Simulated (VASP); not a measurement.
OSZICAR of a VASP run on RuAl (CsCl type):

**OSZICAR**
```
       N       E                     dE             d eps       ncg     rms          rms(c)
DAV:   1     0.846209795097E+02    0.84621E+02   -0.96430E+03  2024   0.136E+03
DAV:   2    -0.465220601988E+02   -0.13114E+03   -0.12628E+03  2200   0.359E+02
DAV:   3    -0.491254850759E+02   -0.26034E+01   -0.25326E+01  2396   0.513E+01
DAV:   4    -0.491558291787E+02   -0.30344E-01   -0.30328E-01  2300   0.539E+00
DAV:   5    -0.491565811122E+02   -0.75193E-03   -0.75192E-03  2536   0.752E-01    0.154E+01
DAV:   6    -0.442811145405E+02    0.48755E+01   -0.86883E+00  2120   0.388E+01    0.422E+00
DAV:   7    -0.441854577091E+02    0.95657E-01   -0.10915E+00  2108   0.133E+01    0.186E+00
DAV:   8    -0.442256684843E+02   -0.40211E-01   -0.28336E-01  2156   0.649E+00    0.101E+00
DAV:   9    -0.442446762171E+02   -0.19008E-01   -0.33796E-01  2180   0.608E+00    0.686E-01
DAV:  10    -0.442103132411E+02    0.34363E-01   -0.16966E-01  2176   0.393E+00    0.268E-01
DAV:  11    -0.442073707104E+02    0.29425E-02   -0.68218E-03  2180   0.941E-01    0.126E-01
DAV:  12    -0.442101758895E+02   -0.28052E-02   -0.20308E-02  2208   0.126E+00    0.662E-02
DAV:  13    -0.442103874800E+02   -0.21159E-03   -0.15197E-02  2016   0.157E+00    0.468E-02
DAV:  14    -0.442077650357E+02    0.26224E-02   -0.74779E-03  2024   0.113E+00    0.249E-02
DAV:  15    -0.442069477576E+02    0.81728E-03   -0.54758E-03  2260   0.639E-01    0.146E-02
DAV:  16    -0.442071118769E+02   -0.16412E-03   -0.21649E-04  2336   0.138E-01    0.200E-02
DAV:  17    -0.442069337415E+02    0.17814E-03   -0.21269E-04  2220   0.142E-01    0.105E-02
DAV:  18    -0.442068622510E+02    0.71490E-04   -0.34419E-04  2248   0.190E-01    0.232E-03
DAV:  19    -0.442068610792E+02    0.11718E-05   -0.16262E-05  2136   0.566E-02    0.380E-03
DAV:  20    -0.442068593044E+02    0.17748E-05   -0.15238E-05  2204   0.347E-02    0.198E-03
DAV:  21    -0.442068595696E+02   -0.26520E-06   -0.14593E-06  2056   0.183E-02    0.908E-04
DAV:  22    -0.442068598076E+02   -0.23803E-06   -0.26722E-07  2176   0.698E-03    0.230E-04
DAV:  23    -0.442068597627E+02    0.44915E-07   -0.33760E-08  1056   0.272E-03
   1 F= -.44206860E+02 E0= -.44206787E+02  d E =-.218017E-03
```

Task: Which electronic solver shows in the log?

Result: It is blocked Davidson (ALGO = Normal, or the opening steps of other solvers). The INCAR had ALGO = Normal.

Task: Can the final energy be trusted as converged?

Result: The run converged. It stopped with EDIFF = 1E-7, NELM = 100 (SCAN meta-GGA, plane waves, VASP's PBE PAW potentials (set 64)).

The compound is RuAl in the CsCl type structure. This cell is one point of a volume scan, at 1.06 of the reference volume. The electron count is odd and the run is not spin-polarised, which forces a metal.
